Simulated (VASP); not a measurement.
La3Zr under changes of volume

One of the cells (33.285 Å³/atom); the others are scaled copies at fixed shape and fractional positions:

```xyz
4
Lattice="5.1063 0.0000 0.0000 0.0000 5.1063 0.0000 0.0000 0.0000 5.1063" Properties=species:S:1:pos:R:3 pbc="T T T"
La    2.5531    2.5531    0.0000
La    2.5531    0.0000    2.5531
La    0.0000    2.5531    2.5531
Zr    0.0000    0.0000    0.0000
```

The cell comes from a database or a generator and needn't be the stable form of this composition.

```yaml
Program: VASP 6.6.1
Functional: PBE
Potentials_or_basis: VASP PAW PBE potentials, release 64 (La, Zr_sv)
Cutoff: 520 eV
k_mesh: 5 × 5 × 5
Occupations: fermi-dirac, width 0.05 eV
Spin: no spin polarisation
```

```csv
volume (Å³/atom),energy over the lowest point (meV/atom),pressure (GPa)
30.675,12.54,2.4
31.327,4.45,1.5
31.980,0.00,0.6
33.285,?,?
33.938,5.84,-1.5
34.590,13.29,-2.1
```

Task: What does the run at 33.285 Å³/atom give?

Result: Energy over the lowest point 0.96 meV/atom; pressure -0.9 GPa.

Worked out: A Birch-Murnaghan fit of order 3 (a polynomial in V^(-2/3)) to the other rows has its minimum at 32.52 Å³/atom with B0 = V·E''(V) = 38 GPa and B' = 3.3. It gives 0.97 meV/atom at 33.285 Å³/atom, against the run's 0.96, and -dE/dV = -0.9 GPa, against -0.9.

Energies are extrapolated to zero smearing.
